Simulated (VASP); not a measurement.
# MnCuAs: structure and properties in VASP, part 4 of 9

Wanted: the relaxed cell of MnCuAs and its properties. The start is a computed cell from the Materials Project.

VASP 6.6.1, plane waves and PAW; the level of theory is named at each step.

Still holding for the runs below: The k-mesh is coarse for a metal.

So far. Step 6 (Magnetic order: antiferromagnetic, q = (1/2, 1/2, 0)): The energy lies -29.1 meV an atom from the first pattern. The run ends antiferromagnetic with a largest moment of 3.43 μB, and the mesh shows no gap. Step 7 (The orders side by side): The session goes on in the lowest magnetic state found: antiferromagnetic. The next one lies 13.2 meV an atom higher.

## (8) Relaxing cell and atoms (PBE)

This step: PBE, spin-polarised from an antiferromagnetic start; plane waves and PAW (Mn_pv, Cu, As) (VASP 6.6.1).

System of this step: MnCuAs. It takes space group P4/nmm (No. 129, tetragonal). Conventional cell: a = 3.699 Å, b = 3.699 Å, c = 6.408 Å, α = 90.00°, β = 90.00°, γ = 90.00°. Nearest to Mn lie 5 As at 2.49 to 2.64 Å and 4 Cu at 2.84 Å. Nearest to Cu lie 4 As at 2.56 Å and 4 Cu at 2.62 Å and 4 Mn at 2.84 Å. Nearest to As lie 5 Mn at 2.49 to 2.64 Å and 4 Cu at 2.56 Å. Farther neighbours are not listed.

The start need not lie at this functional's minimum. ISIF = 3 frees volume, shape and positions, and EDIFFG sets the threshold on forces and stress at which the search stops.

Input file INCAR:

```
SYSTEM = MnCuAs
PREC = Accurate
ENCUT = 400
EDIFF = 1E-06
NELM = 100
ISMEAR = 1
SIGMA = 0.2
LREAL = .FALSE.
ALGO = Normal
GGA = PE
NBANDS = 38
ISPIN = 2
MAGMOM = 3.47 -3.47 0 -0 0.01 -0.01
LASPH = .TRUE.
LMAXMIX = 4
LORBIT = 11
LWAVE = .FALSE.
LCHARG = .FALSE.
KPAR = 8
IBRION = 2
NSW = 60
ISIF = 3
EDIFFG = -0.01
```

Input file POSCAR:

```
MnCuAs
1.0
    3.6994910000      0.0000000000      0.0000000000
    0.0000000000      3.6994910000      0.0000000000
    0.0000000000      0.0000000000      6.4084220000
Mn Cu As
2 2 2
Direct
    0.0000000000      0.5000000000      0.1640200000
    0.5000000000      0.0000000000      0.8359800000
    0.0000000000      0.0000000000      0.5000000000
    0.5000000000      0.5000000000      0.5000000000
    0.0000000000      0.5000000000      0.7762460000
    0.5000000000      0.0000000000      0.2237540000
```

Input file KPOINTS:

```
Automatic mesh
0
Gamma
5 5 3
0 0 0
```

PAW data sets: Mn_pv, Cu and As (PBE family, release 64).

Launch:

```console
$ mpirun -np 8 vasp_std
```

What it wrote:

```text
[... set-up lines as in an earlier step ...]
 entering main loop
       N       E                     dE             d eps       ncg     rms          rms(c)
DAV:   1     0.509618788686E+03    0.50962E+03   -0.25537E+04  2032   0.171E+03
DAV:   2     0.683811579658E+01   -0.50278E+03   -0.48681E+03  1824   0.438E+02
DAV:   3    -0.369758840081E+02   -0.43814E+02   -0.41028E+02  2190   0.147E+02
DAV:   4    -0.390990740270E+02   -0.21232E+01   -0.21047E+01  2564   0.338E+01
DAV:   5    -0.391582512933E+02   -0.59177E-01   -0.59154E-01  2312   0.548E+00    0.182E+01
DAV:   6    -0.373817573972E+02    0.17765E+01   -0.54794E+01  2516   0.118E+02    0.144E+01
DAV:   7    -0.352022261438E+02    0.21795E+01   -0.11527E+01  2318   0.556E+01    0.520E+00
DAV:   8    -0.352759754354E+02   -0.73749E-01   -0.15209E+00  2904   0.216E+01    0.419E+00
DAV:   9    -0.352358616825E+02    0.40114E-01   -0.50523E-01  2800   0.152E+01    0.175E+00
DAV:  10    -0.352136106514E+02    0.22251E-01   -0.74621E-02  2736   0.525E+00    0.664E-01
DAV:  11    -0.352144513655E+02   -0.84071E-03   -0.19799E-02  2770   0.252E+00    0.172E-01
DAV:  12    -0.352148059274E+02   -0.35456E-03   -0.25800E-03  2642   0.328E-01    0.828E-02
DAV:  13    -0.352148228945E+02   -0.16967E-04   -0.13441E-04  2764   0.150E-01    0.483E-02
DAV:  14    -0.352148203864E+02    0.25081E-05   -0.34466E-05  3106   0.126E-01    0.177E-02
DAV:  15    -0.352148219158E+02   -0.15294E-05   -0.65208E-06  2118   0.252E-02    0.924E-03
DAV:  16    -0.352148216888E+02    0.22696E-06   -0.14050E-06  1110   0.296E-02
   1 F= -.35214822E+02 E0= -.35215325E+02  d E =-.352148E+02  mag=     0.0000
 curvature:   0.00 expect dE= 0.000E+00 dE for cont linesearch  0.000E+00
 trial: gam= 0.00000 g(F)=  0.204E-01 g(S)=  0.700E-02 ort = 0.000E+00 (trialstep = 0.100E+01)
 search vector abs. value=  0.274E-01
 bond charge predicted
       N       E                     dE             d eps       ncg     rms          rms(c)
DAV:   1    -0.351511127075E+02    0.63709E-01   -0.67114E+00  2800   0.585E+01    0.341E+00
DAV:   2    -0.352554184604E+02   -0.10431E+00   -0.24048E+00  2528   0.194E+01    0.149E+00
DAV:   3    -0.352412139141E+02    0.14205E-01   -0.14875E-01  2408   0.695E+00    0.729E-01
DAV:   4    -0.352374571096E+02    0.37568E-02   -0.12906E-02  2772   0.145E+00    0.418E-01
DAV:   5    -0.352362301022E+02    0.12270E-02   -0.10133E-02  2654   0.140E+00    0.303E-01
DAV:   6    -0.352356668872E+02    0.56322E-03   -0.33560E-03  2800   0.137E+00    0.121E-01
DAV:   7    -0.352355797760E+02    0.87111E-04   -0.61483E-04  2556   0.607E-01    0.661E-02
DAV:   8    -0.352355607623E+02    0.19014E-04   -0.87090E-05  2676   0.104E-01    0.234E-02
DAV:   9    -0.352355621745E+02   -0.14122E-05   -0.13956E-05  2252   0.306E-02    0.872E-03
DAV:  10    -0.352355613960E+02    0.77846E-06   -0.13059E-06  1306   0.287E-02
   2 F= -.35235561E+02 E0= -.35236501E+02  d E =-.207397E-01  mag=    -0.0000
[...]
3 F= -.35240971E+02 E0= -.35242277E+02  d E =-.261496E-01  mag=    -0.0000
[...]
4 F= -.35251981E+02 E0= -.35253325E+02  d E =-.110097E-01  mag=     0.0000
[...]
5 F= -.35256886E+02 E0= -.35258276E+02  d E =-.159148E-01  mag=    -0.0000
[...]
6 F= -.35257756E+02 E0= -.35259114E+02  d E =-.870049E-03  mag=     0.0000
 trial-energy change:   -0.000870  1 .order   -0.000957   -0.004170    0.002255
 step:   0.8989(harm=  0.9261)  dis= 0.00438  next Energy=   -35.258178 (dE=-0.129E-02)
 bond charge predicted
       N       E                     dE             d eps       ncg     rms          rms(c)
DAV:   1    -0.352676710395E+02   -0.99146E-02   -0.20421E-01  2032   0.693E+00    0.921E-01
DAV:   2    -0.352620370120E+02    0.56340E-02   -0.99497E-02  2012   0.440E+00    0.778E-01
DAV:   3    -0.352588504050E+02    0.31866E-02   -0.16072E-02  2160   0.161E+00    0.269E-01
DAV:   4    -0.352584532145E+02    0.39719E-03   -0.33680E-03  2484   0.146E+00    0.138E-01
DAV:   5    -0.352582396776E+02    0.21354E-03   -0.11902E-03  2908   0.741E-01    0.728E-02
DAV:   6    -0.352581806544E+02    0.59023E-04   -0.28448E-04  2656   0.259E-01    0.208E-02
DAV:   7    -0.352581773520E+02    0.33023E-05   -0.24405E-05  2698   0.577E-02    0.114E-02
DAV:   8    -0.352581774108E+02   -0.58772E-07   -0.45707E-06  2220   0.237E-02
   7 F= -.35258177E+02 E0= -.35259542E+02  d E =-.129135E-02  mag=    -0.0000
 curvature:  -0.62 expect dE=-0.145E-04 dE for cont linesearch -0.256E-06
 trial: gam= 0.00695 g(F)=  0.866E-05 g(S)=  0.149E-04 ort = 0.402E-04 (trialstep = 0.132E+01)
 search vector abs. value=  0.243E-04
 reached required accuracy - stopping structural energy minimisation
```

Wall time 92 s (8 MPI ranks of Intel Xeon Platinum 8488C (Sapphire Rapids), shared host); peak memory 1.8 GiB; 12 min of CPU time.

Parts of OUTCAR (step 8):

```text
   k-points           NKPTS =     12   k-points in BZ     NKDIM =     12   number of bands    NBANDS=     38

   NELECT =      58.0000    total number of electrons

 E-fermi :   8.3031

 spin component 1
 k-point     1 :       0.0000    0.0000    0.0000
  band No.  band energies     occupation
    ...
     26       6.0423      1.00000
     27       6.9320      1.00000
     28       7.5991      1.00000
     29       7.8891      1.00634
     30       7.8891      1.00634
     31       8.5315     -0.03429
     32       9.1561     -0.00000
     33       9.8067     -0.00000
     34       9.8067     -0.00000
     35      10.7020     -0.00000
    ...

 k-point     2 :       0.2000    0.0000    0.0000
  band No.  band energies     occupation
    ...
     26       6.3026      1.00000
     27       6.5004      1.00000
     28       7.3505      1.00000
     29       8.1510      0.97914
     30       8.2653      0.65650
     31       8.7393     -0.00427
     32       8.8210     -0.00077
     33       9.8326     -0.00000
     34      10.3196     -0.00000
     35      11.0543     -0.00000
    ...

  Total       -0.0146153     -0.0146153      0.0378230      0.0000000      0.0000000      0.0000000
  in kB       -0.2712850     -0.2712850      0.7020605      0.0000000      0.0000000      0.0000000
  external PRESSURE =       0.0531635 kB  Pullay stress =       0.0000000 kB

 POSITION                                       TOTAL-FORCE (eV/Angst)
 -----------------------------------------------------------------------------------
      0.00000      1.83480      0.96428        -0.000000     -0.000000     -0.001812
      1.83480      0.00000      5.44566         0.000000      0.000000      0.001812
      0.00000      0.00000      3.20497        -0.000000     -0.000000      0.000000
      1.83480      1.83480      3.20497         0.000000      0.000000      0.000000
      3.66960      1.83480      4.95980         0.000000      0.000000      0.009302
      1.83480      0.00000      1.45014        -0.000000     -0.000000     -0.009302
 -----------------------------------------------------------------------------------
    total drift:                                0.000000      0.000000      0.000000

  FREE ENERGIE OF THE ION-ELECTRON SYSTEM (eV)
  ---------------------------------------------------
  free  energy   TOTEN  =       -35.2581774108 eV

  energy  without entropy=      -35.2622720337  energy(sigma->0) =      -35.25954229

 reached required accuracy - stopping structural energy minimisation

 magnetization (x)
# of ion       s       p       d       tot
------------------------------------------
    1        0.035   0.039   3.301   3.374
    2       -0.035  -0.039  -3.301  -3.374
    3        0.000   0.000   0.000   0.000
    4        0.000   0.000   0.000   0.000
    5       -0.010   0.024  -0.003   0.010
    6        0.010  -0.024   0.003  -0.010
--------------------------------------------------
tot          0.000   0.000  -0.000  -0.000

[... 6 parts as in an earlier step ...]

[... 10 further parts left out ...]
```

The magnetic order is the lowest of the few collinear ones that converged above; longer or canted patterns were not tried. The run keeps the 16 symmetry operations of its start, so it cannot find a distortion of lower symmetry.

Relaxation path:

| step | energy less that of the first step (eV) | largest force (eV/Å) | pressure (GPa) | volume (Å³) |
| --- | --- | --- | --- | --- |
| 1 | 0.0000 | 0.4579 | -0.82 | 87.71 |
| 2 | -0.0207 | 0.3142 | -0.07 | 86.76 |
| 3 | -0.0261 | 0.1765 | 0.61 | 86.04 |
| 4 | -0.0372 | 0.1075 | 0.06 | 86.37 |
| 5 | -0.0421 | 0.0737 | -0.49 | 86.76 |
| 6 | -0.0429 | 0.0586 | 0.26 | 86.06 |
| 7 | -0.0434 | 0.0093 | 0.01 | 86.32 |

| conventional cell, symmetrised | before | after | change |
| --- | --- | --- | --- |
| a (Å) | 3.699 | 3.670 | -0.8 % |
| b (Å) | 3.699 | 3.670 | -0.8 % |
| c (Å) | 6.408 | 6.410 | +0.0 % |
| volume (Å³/atom) | 14.62 | 14.39 | -1.6 % |

The atoms that moved most (Å, as changes of fractional coordinates times the final cell):

| atom | dx | dy | dz | length |
| --- | --- | --- | --- | --- |
| Mn1 | 0.000 | 0.000 | -0.087 | 0.087 |
| Mn2 | 0.000 | 0.000 | 0.087 | 0.087 |
| As5 | 0.000 | 0.000 | -0.016 | 0.016 |
| As6 | 0.000 | 0.000 | 0.016 | 0.016 |

The relaxed structure:

```cif
data_structure
_symmetry_space_group_name_H-M 'P 1'
_symmetry_Int_Tables_number 1
_cell_length_a 3.6696
_cell_length_b 3.6696
_cell_length_c 6.4099
_cell_angle_alpha 90.000
_cell_angle_beta 90.000
_cell_angle_gamma 90.000
_cell_volume 86.32
loop_
_atom_site_label
_atom_site_type_symbol
_atom_site_fract_x
_atom_site_fract_y
_atom_site_fract_z
_atom_site_occupancy
Mn1 Mn 0.00000 0.50000 0.15044 1
Mn2 Mn 0.50000 0.00000 0.84956 1
Cu3 Cu 0.00000 0.00000 0.50000 1
Cu4 Cu 0.50000 0.50000 0.50000 1
As5 As 0.00000 0.50000 0.77377 1
As6 As 0.50000 0.00000 0.22623 1
```

This step gave:

```yaml
electrons: 58
bands: 38
irreducible_k_points: 12
symmetry_operations: 16
free_energy_toten: -35.26 eV
energy_at_zero_smearing: -35.26 eV
fermi_energy: 8.303 eV
pressure: 0.005316 GPa
scf_cycles_over_all_ionic_steps: 71
```

Spin moment in the PAW sphere by atom:

| atom | spin moment in the PAW sphere (μB) |
| --- | --- |
| Mn1 | 3.37 |
| Mn2 | -3.37 |
| Cu3 | 0.00 |
| Cu4 | 0.00 |
| As5 | 0.01 |
| As6 | -0.01 |

It ends with a largest force of 0.009 eV/Å and a pressure of 0.01 GPa.

## (9) Second relaxation

A relaxation keeps the plane waves of the cell it began with, so it is repeated from the new cell, on a basis made for it.

INCAR is that of step 8.

Input file POSCAR:

```
MnCuAs
1.0
    3.6696030987      0.0000000000      0.0000000000
    0.0000000000      3.6696030987      0.0000000000
    0.0000000000      0.0000000000      6.4099415647
Mn Cu As
2 2 2
Direct
    0.0000000000      0.5000000000      0.1504350778
    0.5000000000      0.0000000000      0.8495649222
    0.0000000000      0.0000000000      0.5000000000
    0.5000000000      0.5000000000      0.5000000000
    0.0000000000      0.5000000000      0.7737669963
    0.5000000000      0.0000000000      0.2262330037
```

KPOINTS is that of step 8.

Launch:

```console
$ mpirun -np 8 vasp_std
```

What it wrote:

```text
[... set-up lines as in an earlier step ...]
 entering main loop
       N       E                     dE             d eps       ncg     rms          rms(c)
DAV:   1     0.512356635359E+03    0.51236E+03   -0.25358E+04  2040   0.171E+03
DAV:   2     0.873241434474E+01   -0.50362E+03   -0.48675E+03  1830   0.441E+02
DAV:   3    -0.369429466244E+02   -0.45675E+02   -0.42545E+02  2166   0.151E+02
DAV:   4    -0.392225769691E+02   -0.22796E+01   -0.22538E+01  2542   0.342E+01
DAV:   5    -0.392846133059E+02   -0.62036E-01   -0.62008E-01  2250   0.563E+00    0.185E+01
DAV:   6    -0.373864640474E+02    0.18981E+01   -0.55380E+01  2506   0.122E+02    0.138E+01
DAV:   7    -0.352252664146E+02    0.21612E+01   -0.11334E+01  2298   0.587E+01    0.481E+00
DAV:   8    -0.353131505544E+02   -0.87884E-01   -0.14566E+00  2896   0.191E+01    0.400E+00
DAV:   9    -0.352787820079E+02    0.34369E-01   -0.48522E-01  2768   0.149E+01    0.176E+00
DAV:  10    -0.352519347708E+02    0.26847E-01   -0.88504E-02  2732   0.539E+00    0.616E-01
DAV:  11    -0.352522220476E+02   -0.28728E-03   -0.17099E-02  2798   0.231E+00    0.205E-01
DAV:  12    -0.352524944757E+02   -0.27243E-03   -0.27421E-03  2772   0.438E-01    0.803E-02
DAV:  13    -0.352525206209E+02   -0.26145E-04   -0.20898E-04  2772   0.200E-01    0.500E-02
DAV:  14    -0.352525195789E+02    0.10420E-05   -0.28933E-05  3020   0.111E-01    0.130E-02
DAV:  15    -0.352525199383E+02   -0.35934E-06   -0.42502E-06  1822   0.207E-02
   1 F= -.35252520E+02 E0= -.35253884E+02  d E =-.352525E+02  mag=    -0.0000
 curvature:   0.00 expect dE= 0.000E+00 dE for cont linesearch  0.000E+00
 trial: gam= 0.00000 g(F)=  0.894E-05 g(S)=  0.945E-04 ort = 0.000E+00 (trialstep = 0.100E+01)
 search vector abs. value=  0.103E-03
 bond charge predicted
       N       E                     dE             d eps       ncg     rms          rms(c)
DAV:   1    -0.352546824500E+02   -0.21629E-02   -0.33467E-02  1988   0.251E+00    0.422E-01
DAV:   2    -0.352533319951E+02    0.13505E-02   -0.19013E-02  1972   0.201E+00    0.369E-01
DAV:   3    -0.352525932303E+02    0.73876E-03   -0.27395E-03  2084   0.665E-01    0.976E-02
DAV:   4    -0.352525306895E+02    0.62541E-04   -0.59103E-04  2444   0.617E-01    0.551E-02
DAV:   5    -0.352525016001E+02    0.29089E-04   -0.20363E-04  2952   0.283E-01    0.324E-02
DAV:   6    -0.352524890757E+02    0.12524E-04   -0.41215E-05  2628   0.934E-02    0.109E-02
DAV:   7    -0.352524880935E+02    0.98226E-06   -0.60547E-06  2376   0.210E-02
   2 F= -.35252488E+02 E0= -.35253823E+02  d E =0.318448E-04  mag=     0.0000
 trial-energy change:    0.000032  1 .order    0.000013   -0.000103    0.000130
 step:   0.3361(harm=  0.4438)  dis= 0.00015  next Energy=   -35.252537 (dE=-0.167E-04)
 bond charge predicted
       N       E                     dE             d eps       ncg     rms          rms(c)
DAV:   1    -0.352534763331E+02   -0.98726E-03   -0.14661E-02  2012   0.167E+00    0.279E-01
DAV:   2    -0.352528908053E+02    0.58553E-03   -0.83072E-03  1980   0.134E+00    0.242E-01
DAV:   3    -0.352525667626E+02    0.32404E-03   -0.11971E-03  2092   0.439E-01    0.649E-02
DAV:   4    -0.352525402147E+02    0.26548E-04   -0.25192E-04  2456   0.405E-01    0.363E-02
DAV:   5    -0.352525278589E+02    0.12356E-04   -0.87341E-05  2936   0.186E-01    0.214E-02
DAV:   6    -0.352525231452E+02    0.47137E-05   -0.17842E-05  2644   0.619E-02    0.726E-03
DAV:   7    -0.352525227100E+02    0.43521E-06   -0.20310E-06  1596   0.138E-02
   3 F= -.35252523E+02 E0= -.35253879E+02  d E =-.277175E-05  mag=    -0.0000
 curvature:  -0.21 expect dE=-0.261E-05 dE for cont linesearch -0.109E-05
 trial: gam=-0.10426 g(F)=  0.422E-05 g(S)=  0.798E-05 ort = 0.230E-04 (trialstep = 0.867E+00)
 search vector abs. value=  0.854E-05
 reached required accuracy - stopping structural energy minimisation
```

Run time: 44 s. Hardware: 8 MPI ranks; peak memory 1.7 GiB.

OUTCAR, selected parts (step 9):

```text
   ENCUT  =  400.0 eV  29.40 Ry    5.42 a.u.   5.98  5.98 10.45*2*pi/ulx,y,z

   NELECT =      58.0000    total number of electrons

 E-fermi :   8.2977

 spin component 1
 k-point     1 :       0.0000    0.0000    0.0000
  band No.  band energies     occupation
    ...
     26       6.0380      1.00000
     27       6.9262      1.00000
     28       7.5949      1.00000
     29       7.8841      1.00638
     30       7.8841      1.00638
     31       8.5266     -0.03436
     32       9.1475     -0.00000
     33       9.8008     -0.00000
     34       9.8008     -0.00000
     35      10.6950     -0.00000
    ...

 k-point     2 :       0.2000    0.0000    0.0000
  band No.  band energies     occupation
    ...
     26       6.2973      1.00000
     27       6.4959      1.00000
     28       7.3446      1.00000
     29       8.1463      0.97821
     30       8.2598      0.65691
     31       8.7344     -0.00422
     32       8.8156     -0.00077
     33       9.8263     -0.00000
     34      10.3136     -0.00000
     35      11.0466     -0.00000
    ...

  Total       -0.0081437     -0.0081437      0.0293260      0.0000000     -0.0000000      0.0000000
  in kB       -0.1510909     -0.1510909      0.5440881      0.0000000     -0.0000000      0.0000000
  external PRESSURE =       0.0806355 kB  Pullay stress =       0.0000000 kB

 POSITION                                       TOTAL-FORCE (eV/Angst)
 -----------------------------------------------------------------------------------
     -0.00000      1.83500      0.96449         0.000000      0.000000     -0.001304
      1.83500      3.66999      5.44707        -0.000000     -0.000000      0.001304
     -0.00000     -0.00000      3.20578         0.000000      0.000000      0.000000
      1.83500      1.83500      3.20578        -0.000000     -0.000000      0.000000
     -0.00000      1.83500      4.96120        -0.000000     -0.000000      0.006487
      1.83500     -0.00000      1.45035         0.000000      0.000000     -0.006487
 -----------------------------------------------------------------------------------
    total drift:                                0.000000      0.000000      0.000000

  FREE ENERGIE OF THE ION-ELECTRON SYSTEM (eV)
  ---------------------------------------------------
  free  energy   TOTEN  =       -35.2525227100 eV

  energy  without entropy=      -35.2565902422  energy(sigma->0) =      -35.25387855

 magnetization (x)
# of ion       s       p       d       tot
------------------------------------------
    1        0.035   0.039   3.302   3.376
    2       -0.035  -0.039  -3.302  -3.376
    3        0.000   0.000   0.000   0.000
    4        0.000   0.000   0.000   0.000
    5       -0.010   0.024  -0.003   0.010
    6        0.010  -0.024   0.003  -0.010
--------------------------------------------------
tot         -0.000   0.000   0.000  -0.000

[... 6 parts as in an earlier step ...]

[... 11 further parts left out ...]
```

CONTCAR:

```
MnCuAs
   1.00000000000000
     3.6699914250152155    0.0000000000000000    0.0000000000000000
     0.0000000000000000    3.6699914250152155   -0.0000000000000000
    -0.0000000000000000   -0.0000000000000000    6.4115558365890193
  Mn              Cu              As
     2     2     2
Direct
     0.0000000000000000    0.5000000000000000    0.1504297854210557
     0.5000000000000000    1.0000000000000000    0.8495702145789442
     0.0000000000000000    0.0000000000000000    0.5000000000000000
     0.5000000000000000    0.5000000000000000    0.5000000000000000
     0.0000000000000000    0.5000000000000000    0.7737907968079213
     0.5000000000000000    0.0000000000000000    0.2262092031920787
```

Little changed from the start: no atom moved by 0.005 Å and no cell edge by 0.1 %.

This step gave:

```yaml
free_energy_toten: -35.25 eV
energy_at_zero_smearing: -35.25 eV
fermi_energy: 8.298 eV
pressure: 0.008064 GPa
scf_cycles_over_all_ionic_steps: 29
```

It ends with a largest force of 0.006 eV/Å and a pressure of 0.01 GPa. The volume moved by only 0.05 %, so the volume is settled.

[end of part 4 of 9]

[Lines on the potential files, build, host, timing and source positions are cut from VASP's logs without a mark.]

[Logs are printed without paths, hosts, clocks, repeated set-up lines and the standing remarks that a program may print on its own settings, such as how far it seeks lower states.]

[Hosts, paths, dates, database ids (printed as entryN), source tags and the programs' standing remarks are cut or masked in the printed files.]

[A measured line is paired with the nearest computed mode of its activity, which favours agreement.]
